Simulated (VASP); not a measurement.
CdS (wurtzite): the lattice constant a from VASP (plane waves, PAW) at several levels of theory. Static lattice.  The measured value holds thermal and zero-point effects that the static calculation lacks.

```tsv
level	lattice constant a (Å)	error against measurement
LDA	4.088	-1.1 %
PBE	4.207	+1.7 %
PBEsol	4.136	-0.0 %
SCAN	4.160	+0.6 %
r2SCAN	4.172	+0.9 %
```

Measured: 4.136 Å (as given by Ankan Biswas et al., Journal of Physics Conference Series (2022), arXiv:2106.08875).

The cell of the LDA run:

Space group P6₃mc (No. 186); a = b = 4.089 Å, c = 6.646 Å, α = β = 90.00°, γ = 120.00°

```json
[
 {"atom": "Cd", "site": "2b", "symmetry": "3m.", "x": "0.3333", "y": "0.6667", "z": "0.0001"},
 {"atom": "S", "site": "2b", "symmetry": "3m.", "x": "0.3333", "y": "0.6667", "z": "0.3769"}
]
```

Only levels that ran to the end are used. Left out are those held back, those with too coarse a band path, GW runs whose mesh misses a band edge, hybrids' fits of cells that aren't cubic and levels without matching references; a question may draw on a part of the rest.

The compound is CdS in the wurtzite structure.
